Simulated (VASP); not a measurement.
Computed with revPBE GGA, VASP's PBE PAW potentials (set 64) (plane waves; VASP 6.6.1).

VASP ran on this input.

POSCAR:
```
ZnS
1.0
  0.0000000000   2.7050000000   2.7050000000
  2.7050000000   0.0000000000   2.7050000000
  2.7050000000   2.7050000000   0.0000000000
Zn S
1 1
Cartesian
  0.0000000000   0.0000000000   0.0000000000
  1.3525000000   1.3525000000   1.3525000000
```

INCAR:
```
EDIFF  =  1E-6   ! SCF stop (eV)
PREC  =  Accurate
ISMEAR  =  0   ! Gaussian
GGA  =  RE   ! revPBE
IBRION  =  2
LCHARG  =  .FALSE.
SIGMA  =  0.05
EDIFFG  =  -0.01   ! ionic stop
LMAXMIX  =  4   ! l cut-off of mixed one-centre charges
LREAL  =  .FALSE.
NELM  =  100   ! most electronic steps
NSW  =  60   ! most ionic steps
ENCUT  =  520
LWAVE  =  .FALSE.
SYSTEM  =  ZnS
ISIF  =  3
LASPH  =  .TRUE.   ! aspherical one-centre terms
ALGO  =  Normal   ! blocked Davidson
```

File KPOINTS:
```
Automatic mesh
0
Gamma
8 8 8
0 0 0
```

POTCAR, in this order: Zn S (PBE.64 set). Program: vasp_std.

The run wrote:

### OSZICAR
```
       N       E                     dE             d eps       ncg     rms          rms(c)
DAV:   1     0.899327804402E+02    0.89933E+02   -0.94875E+03   754   0.169E+03
DAV:   2    -0.490137167805E+00   -0.90423E+02   -0.86545E+02   809   0.283E+02
DAV:   3    -0.660283399377E+01   -0.61127E+01   -0.60869E+01   949   0.745E+01
DAV:   4    -0.667752850516E+01   -0.74695E-01   -0.74673E-01   829   0.870E+00
DAV:   5    -0.667869023838E+01   -0.11617E-02   -0.11617E-02   949   0.109E+00    0.746E+00
DAV:   6    -0.627662956195E+01    0.40206E+00   -0.90418E-01  1125   0.354E+01    0.573E+00
DAV:   7    -0.626277551061E+01    0.13854E-01   -0.35007E-01   799   0.561E+00    0.290E+00
DAV:   8    -0.626455632077E+01   -0.17808E-02   -0.66709E-03   854   0.751E-01    0.830E-01
DAV:   9    -0.626543426271E+01   -0.87794E-03   -0.16133E-03   847   0.346E-01    0.132E-01
DAV:  10    -0.626570593106E+01   -0.27167E-03   -0.22840E-04   849   0.135E-01    0.674E-02
DAV:  11    -0.626577003566E+01   -0.64105E-04   -0.90156E-05   814   0.828E-02    0.999E-03
DAV:  12    -0.626577376395E+01   -0.37283E-05   -0.91320E-06   859   0.227E-02    0.279E-03
DAV:  13    -0.626577361716E+01    0.14678E-06   -0.43108E-07   632   0.112E-02
   1 F= -.62657736E+01 E0= -.62657736E+01  d E =-.626577E+01
       N       E                     dE             d eps       ncg     rms          rms(c)
DAV:   1    -0.690809901016E+01   -0.64233E+00   -0.87697E+00   884   0.718E+01    0.574E+00
DAV:   2    -0.637103397664E+01    0.53707E+00   -0.15999E+00   889   0.316E+01    0.227E+00
DAV:   3    -0.629943089387E+01    0.71603E-01   -0.94885E-02   900   0.428E+00    0.106E+00
DAV:   4    -0.628574975630E+01    0.13681E-01   -0.11744E-02   804   0.113E+00    0.433E-01
DAV:   5    -0.628371071787E+01    0.20390E-02   -0.13548E-03  1143   0.123E+00    0.784E-02
DAV:   6    -0.628373914759E+01   -0.28430E-04   -0.64109E-04   859   0.601E-01    0.480E-02
DAV:   7    -0.628375069609E+01   -0.11549E-04   -0.11979E-04   864   0.233E-01    0.187E-02
DAV:   8    -0.628375161864E+01   -0.92255E-06   -0.17623E-05   814   0.590E-02    0.540E-03
DAV:   9    -0.628375244370E+01   -0.82506E-06   -0.15378E-06   810   0.115E-02
   2 F= -.62837524E+01 E0= -.62837524E+01  d E =-.179788E-01
       N       E                     dE             d eps       ncg     rms          rms(c)
DAV:   1    -0.631211656513E+01   -0.28365E-01   -0.35848E-01   904   0.133E+01    0.121E+00
DAV:   2    -0.628838501482E+01    0.23732E-01   -0.86313E-02   894   0.935E+00    0.460E-01
DAV:   3    -0.628564775374E+01    0.27373E-02   -0.34112E-03   779   0.573E-01    0.204E-01
DAV:   4    -0.628504881526E+01    0.59894E-03   -0.36730E-04   882   0.298E-01    0.119E-01
DAV:   5    -0.628494234458E+01    0.10647E-03   -0.11136E-04  1106   0.214E-01    0.235E-02
DAV:   6    -0.628494118908E+01    0.11555E-05   -0.35347E-05   829   0.751E-02    0.114E-02
DAV:   7    -0.628494094790E+01    0.24117E-06   -0.18540E-06   595   0.265E-02
   3 F= -.62849409E+01 E0= -.62849409E+01  d E =-.191673E-01
```

File OUTCAR:
```
------------------------ aborting loop because EDIFF is reached ----------------------------------------
  FORCE on cell =-STRESS in cart. coord.  units (eV):
  Direction    XX          YY          ZZ          XY          YZ          ZX
  --------------------------------------------------------------------------------------
  Total        0.0173819      0.0173819      0.0173819      0.0000000      0.0000000     -0.0000000
  in kB        0.6711186      0.6711186      0.6711186      0.0000000      0.0000000     -0.0000000
  external PRESSURE =       0.6711186 kB  Pullay stress =       0.0000000 kB
  volume of cell :       41.50
      direct lattice vectors                 reciprocal lattice vectors
    -0.000000000  2.747848514  2.747848514    -0.181960540  0.181960540  0.181960540
     2.747848514  0.000000000  2.747848514     0.181960540 -0.181960540  0.181960540
     2.747848514  2.747848514 -0.000000000     0.181960540  0.181960540 -0.181960540
  FREE ENERGIE OF THE ION-ELECTRON SYSTEM (eV)
  ---------------------------------------------------
  free  energy   TOTEN  =        -6.2849409479 eV

  energy  without entropy=       -6.2849409479  energy(sigma->0) =       -6.28494095

 reached required accuracy - stopping structural energy minimisation
```
(Selected blocks of OUTCAR.)

CONTCAR:
```
ZnS
   1.00000000000000
    -0.0000000000000000    2.7478485135262312    2.7478485135262312
     2.7478485135262312    0.0000000000000000    2.7478485135262312
     2.7478485135262312    2.7478485135262312   -0.0000000000000000
  Zn              S
     1     1
Direct
     0.0000000000000000    0.0000000000000000    0.0000000000000000
     0.2500000000000000    0.2500000000000000    0.2500000000000000
```

Energy and stress use the plane-wave basis of the starting cell.

The compound is ZnS in the zinc blende structure. This run relaxes it. Symmetry was kept, so distortions that lower it aren't found.
